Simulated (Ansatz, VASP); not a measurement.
One calculation of MnHg3, two programs

The input INCAR:

```
SYSTEM = MnHg3
PREC = Accurate ; ENCUT = 520
EDIFF = 1E-6 ; ISMEAR = 0
SIGMA = 0.1 ; LREAL = .False.
LASPH = .True. ; NELM = 100
ALGO = Fast ; ISIF = 2
LWAVE = .False. ; LCHARG = .False.
GGA = PE ; NBANDS = 32
```

KPOINTS

```
Automatic mesh
0
Gamma
  10 10 10
  0 0 0
```

Contents of POSCAR:

```
MnHg3
1.0
    4.4178500000      0.0000000000      0.0000000000
    0.0000000000      4.4178500000      0.0000000000
    0.0000000000      0.0000000000      4.4178500000
Mn Hg
1 3
Direct
    0.0000000000      0.0000000000      0.0000000000
    0.5000000000      0.0000000000      0.5000000000
    0.0000000000      0.5000000000      0.5000000000
    0.5000000000      0.5000000000      0.0000000000
```

Input for Ansatz:

```yaml
crystal:
  lattice:
    - [4.41785, 0.0, 0.0]
    - [0.0, 4.41785, 0.0]
    - [0.0, 0.0, 4.41785]
  atoms:
    - { symbol: Mn, position: [0.0, 0.0, 0.0] }
    - { symbol: Hg, position: [0.5, 0.0, 0.5] }
    - { symbol: Hg, position: [0.0, 0.5, 0.5] }
    - { symbol: Hg, position: [0.5, 0.5, 0.0] }
basis:
  ecutwfc: 420
kpoints:
  mp_grid: { grid: [10, 10, 10] }
hamiltonian:
  xc: pbe
scf:
  occupations: { method: gaussian, width: 0.1 }
  lower_state_search: "off"
output:
  forces: true
  stress: true
  eigenvalues: true
```

Alike in both runs: task single point; functional PBE; k mesh 10 × 10 × 10; occupations gaussian, width 0.1 eV; no spin polarisation.

|  | VASP | Ansatz |
| --- | --- | --- |
| version | VASP 6.6.1 | Ansatz 0.2.0 |
| potentials or method | VASP PAW PBE potentials, release 64 (Mn_pv, Hg) | scalar-relativistic, plane waves, PAW |
| plane-wave cutoff (eV) | 520 | 420 |
| valence electrons in the cell | 49 | 75 |

Ansatz gave:

| Item | Value |
| --- | --- |
| gap on the k mesh at the Fermi level (eV) | none |
| pressure (GPa) | -7.9 |

Q: What did VASP give for the same quantities?

A: gap on the k mesh at the Fermi level (eV): none; pressure (GPa): -7.6.

A gap of «none» marks a metal or a gap that the smearing closes. The two sets of potentials don't hold the same shells in valence.

Spin-orbit coupling is left out, which matters for the levels of Hg. Spin polarisation is off, so any magnetic state and its effect on volume and gap are missing.
